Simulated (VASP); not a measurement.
Given:

```
Ta
1.0
   -1.67904     1.67904     1.67904
    1.67904    -1.67904     1.67904
    1.67904     1.67904    -1.67904
Ta
1
Cartesian
  0.00000   0.00000   0.00000
```

Computed with PBE GGA, VASP's PBE PAW potentials (set 64) (plane waves; VASP). Numerical set-up: 300 eV cut-off, 11×11×11 Γ-centred mesh, Fermi-Dirac smearing of 0.10 eV, potentials Ta_pv.

At this cut-off the stress carries a Pulay error, which pulls relaxed volumes low. Energy and stress use the plane-wave basis of the starting cell.

### Question
The ions, cell shape and volume are relaxed. Predict the relaxed structure.

### Answer

```
Ta
1.0
   -1.65833     1.65833     1.65833
    1.65833    -1.65833     1.65833
    1.65833     1.65833    -1.65833
Ta
1
Direct
  0.00000   0.00000   0.00000
```
Space group Im-3m (229), at a tolerance of 0.03 Å.

### Question
How do energy and volume change from the first to the last step?

### Answer
The energy (σ→0) changes by -16.8 meV/atom and the volume by -3.7 %, in 4 ionic steps.

| step | E(σ→0) (eV) | max force (eV/Å) | pressure (GPa) | volume (Å³) |
|---|---|---|---|---|
| 1 | -11.7962 | 0.000 | -6.88 | 18.93 |
| 2 | -11.7343 | 0.000 | 19.36 | 16.79 |
| 3 | -11.8129 | 0.000 | -0.19 | 18.26 |
| 4 | -11.8129 | 0.000 | -0.04 | 18.24 |

The structure is a typed Ta crystal. This run relaxes it. Symmetry was kept, so distortions that lower it aren't found. The run is one of a series of settings (EDIFFG = -0.01, IBRION = 2, ISIF = 3, NSW = 50 against the base run), some of them coarse on purpose.
